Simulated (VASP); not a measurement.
PtS2:

```
Pt S
1.0
     3.54320    0.00000    0.00000
    -1.77160    3.06850    0.00000
     0.00000    0.00000    5.03880
Pt S
1 2
Direct
  0.00000 0.00000 0.00000
  0.33333 0.66667 0.22700
  0.66667 0.33333 0.77300
```

* Program: VASP 6.6.1
* Task: relaxation of cell and atoms
* Functional: LDA
* Potentials or basis: VASP PAW LDA potentials, release 64 (Pt, S)
* Cutoff: 600 eV
* k mesh: 9 × 9 × 5
* Occupations: gaussian, width 0.03 eV
* Spin: no spin polarisation

At the start: pressure 3.6 GPa; volume 18.26 Å³/atom.

Problem. How do energy, volume and symmetry change on relaxing?

Solution. Over 24 steps the energy falls by 30.3 meV/atom and the volume is 16.65 Å³/atom (-8.8 %); space group P-3m1 (No. 164, to 0.05 Å).

The path:
```csv
step,energy change (eV),largest force (eV/Å),pressure (GPa),volume (Å³)
1,0.0000,0.8050,3.59,54.78
2,0.0381,0.4672,-7.52,58.09
3,-0.0252,0.2794,-1.14,56.02
4,-0.0369,0.1819,-0.84,55.49
5,-0.0434,0.0329,-0.36,54.71
6,-0.0492,0.0890,0.15,54.14
7,-0.0613,0.2619,1.93,52.42
8,-0.0500,0.6195,6.65,49.01
9,-0.0624,0.4083,3.53,51.27
10,-0.0632,0.4048,3.49,51.23
11,-0.0656,0.3945,3.38,51.11
12,-0.0699,0.3742,3.24,50.87
13,-0.0771,0.3344,2.92,50.37
14,-0.0846,0.2594,2.51,49.36
15,-0.0843,0.2137,2.44,48.93
16,-0.0848,0.2332,2.47,49.10
17,-0.0876,0.1832,1.77,49.37
18,-0.0906,0.0608,0.10,50.07
19,-0.0906,0.0555,0.02,50.10
20,-0.0907,0.0511,-0.01,50.09
21,-0.0908,0.0396,0.03,50.05
22,-0.0910,0.0162,0.03,49.98
23,-0.0909,0.0309,0.05,49.84
24,-0.0910,0.0040,0.03,49.94
```

Final structure:
```
Pt S
1.0
     3.56028    0.00000    0.00000
    -1.78014    3.08329    0.00000
     0.00000    0.00000    4.54964
Pt S
1 2
Direct
  0.00000 0.00000 0.00000
  0.33333 0.66667 0.26123
  0.66667 0.33333 0.73877
```
